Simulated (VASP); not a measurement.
Output of a VASP run:

**OSZICAR**
```
...
DAV:   7    -0.343182984484E+02   -0.18522E-07   -0.12321E-07  1256   0.436E-03
   3 F= -.34318298E+02 E0= -.34318298E+02  d E =-.397606E-02
       N       E                     dE             d eps       ncg     rms          rms(c)
DAV:   1    -0.343195425726E+02   -0.12441E-02   -0.23755E-01  1840   0.762E+00    0.241E-01
DAV:   2    -0.343198308390E+02   -0.28827E-03   -0.16993E-02  2424   0.156E+00    0.147E-01
DAV:   3    -0.343192493177E+02    0.58152E-03   -0.18888E-03  2672   0.541E-01    0.273E-02
DAV:   4    -0.343192535877E+02   -0.42700E-05   -0.86232E-05  2120   0.750E-02    0.174E-02
DAV:   5    -0.343192540471E+02   -0.45945E-06   -0.10379E-05  2608   0.322E-02    0.682E-03
DAV:   6    -0.343192541862E+02   -0.13911E-06   -0.24714E-06  2448   0.133E-02    0.176E-03
DAV:   7    -0.343192542464E+02   -0.60189E-07   -0.20018E-07  1360   0.442E-03
   4 F= -.34319254E+02 E0= -.34319254E+02  d E =-.955798E-03
       N       E                     dE             d eps       ncg     rms          rms(c)
DAV:   1    -0.343201269772E+02   -0.87279E-03   -0.41256E-01  1832   0.101E+01    0.317E-01
DAV:   2    -0.343206907710E+02   -0.56379E-03   -0.30125E-02  2416   0.209E+00    0.194E-01
DAV:   3    -0.343196731259E+02    0.10176E-02   -0.32799E-03  2656   0.716E-01    0.359E-02
DAV:   4    -0.343196812426E+02   -0.81167E-05   -0.15036E-04  2152   0.992E-02    0.228E-02
DAV:   5    -0.343196819940E+02   -0.75136E-06   -0.17297E-05  2664   0.419E-02    0.885E-03
DAV:   6    -0.343196822450E+02   -0.25108E-06   -0.39070E-06  2512   0.168E-02    0.209E-03
DAV:   7    -0.343196823231E+02   -0.78104E-07   -0.32530E-07  1624   0.520E-03
   5 F= -.34319682E+02 E0= -.34319682E+02  d E =-.138387E-02
       N       E                     dE             d eps       ncg     rms          rms(c)
DAV:   1    -0.343191959743E+02    0.48627E-03   -0.15802E-01  1600   0.276E+00    0.587E-02
DAV:   2    -0.343199536992E+02   -0.75772E-03   -0.77905E-03  2056   0.102E+00    0.400E-02
DAV:   3    -0.343199447180E+02    0.89811E-05   -0.26244E-04  2520   0.165E-01    0.300E-02
DAV:   4    -0.343199167823E+02    0.27936E-04   -0.18368E-04  1920   0.114E-01    0.958E-03
DAV:   5    -0.343199186891E+02   -0.19068E-05   -0.40364E-05  2320   0.652E-02    0.581E-03
DAV:   6    -0.343199191032E+02   -0.41407E-06   -0.11467E-05  2256   0.249E-02    0.434E-03
DAV:   7    -0.343199188035E+02    0.29963E-06   -0.44526E-06  2440   0.176E-02    0.214E-03
DAV:   8    -0.343199188094E+02   -0.58430E-08   -0.69871E-07  1952   0.683E-03
   6 F= -.34319919E+02 E0= -.34319919E+02  d E =-.236486E-03
       N       E                     dE             d eps       ncg     rms          rms(c)
DAV:   1    -0.343197631301E+02    0.15567E-03   -0.40455E-02  1600   0.140E+00    0.297E-02
DAV:   2    -0.343199576530E+02   -0.19452E-03   -0.20031E-03  2048   0.516E-01    0.206E-02
DAV:   3    -0.343199551206E+02    0.25324E-05   -0.68558E-05  2520   0.848E-02    0.156E-02
DAV:   4    -0.343199478394E+02    0.72811E-05   -0.52588E-05  1952   0.607E-02    0.530E-03
DAV:   5    -0.343199482052E+02   -0.36572E-06   -0.11376E-05  2296   0.346E-02    0.315E-03
DAV:   6    -0.343199483515E+02   -0.14636E-06   -0.36867E-06  2272   0.139E-02    0.247E-03
DAV:   7    -0.343199482478E+02    0.10374E-06   -0.13982E-06  2104   0.982E-03    0.109E-03
DAV:   8    -0.343199482569E+02   -0.91040E-08   -0.14255E-07  1104   0.435E-03
   7 F= -.34319948E+02 E0= -.34319948E+02  d E =-.265934E-03
```

**OUTCAR**
```
------------------------ aborting loop because EDIFF is reached ----------------------------------------
  FORCE on cell =-STRESS in cart. coord.  units (eV):
  Direction    XX          YY          ZZ          XY          YZ          ZX
  --------------------------------------------------------------------------------------
  Total        1.8277158      1.8277156      1.8445164      0.0000000      0.0000000      0.0000000
  in kB       37.0758771     37.0758746     37.4166834      0.0000000      0.0000000      0.0000000
  external PRESSURE =      37.1894784 kB  Pullay stress =       0.0000000 kB
  volume of cell :       78.98
      direct lattice vectors                 reciprocal lattice vectors
     1.954073251 -3.384554038 -0.000000000     0.255875771 -0.147729950  0.000000000
     1.954073251  3.384554038  0.000000000     0.255875771  0.147729950 -0.000000000
     0.000000000  0.000000000  5.971116144     0.000000000 -0.000000000  0.167472877
 POSITION                                       TOTAL-FORCE (eV/Angst)
 -----------------------------------------------------------------------------------
      1.95407      1.12819      1.45041        -0.000000      0.000000      0.005643
      1.95407     -1.12819      4.52071         0.000000     -0.000000     -0.005643
      0.00000      0.00000     -0.00000         0.000000     -0.000000      0.000000
      1.95407      1.12819      3.86898         0.000000      0.000000      0.001893
      1.95407     -1.12819      2.10214        -0.000000     -0.000000     -0.001893
 -----------------------------------------------------------------------------------
    total drift:                               -0.000000      0.000000      0.000000
  FREE ENERGIE OF THE ION-ELECTRON SYSTEM (eV)
  ---------------------------------------------------
  free  energy   TOTEN  =       -34.3199482569 eV

  energy  without entropy=      -34.3199482569  energy(sigma->0) =      -34.31994826

 reached required accuracy - stopping structural energy minimisation
```
(Selected blocks of OUTCAR.)

### POSCAR
```
La2O3
1
    1.9442121477    -3.3674741314     0.0000000000
    1.9442121477     3.3674741314     0.0000000000
    0.0000000000     0.0000000000     6.0318410770
La O
2 3
Direct
  0.3333330000   0.6666670000   0.2453536663
  0.6666670000   0.3333330000   0.7546463337
  0.0000000000   0.0000000000   0.0000000000
  0.3333330000   0.6666670000   0.6461208471
  0.6666670000   0.3333330000   0.3538791529
```

Q: Write an INCAR and KPOINTS that could have produced this output.

A: This is not unique; one that fits is the input of the run itself, rev-vdW-DF2, plane waves, VASP's PBE PAW potentials (set 64).

File KPOINTS:
```
K-points
0
G
7 7 4
```

### INCAR
```
AGGAC = 0.0
ALGO = Normal
EDIFF = 1E-7
EDIFFG = -0.01
ENCUT = 520
GGA = MK
IBRION = 2
ISIF = 4
ISMEAR = 0
LASPH = T
LCHARG = F
LMAXMIX = 6
LREAL = F
LUSE_VDW = T
LWAVE = F
NELM = 100
NSW = 30
PARAM1 = 0.1234568
PARAM2 = 0.7114
PREC = Accurate
SIGMA = 0.05
SYSTEM = La2O3
ZAB_VDW = -1.8867
```

POTCAR, in this order: La O (PBE.64 set). Program: vasp_std.

The compound is La2O3 in the a-type structure. This cell is one point of a volume scan, at 0.97 of the reference volume. Symmetry was kept, so distortions that lower it aren't found.
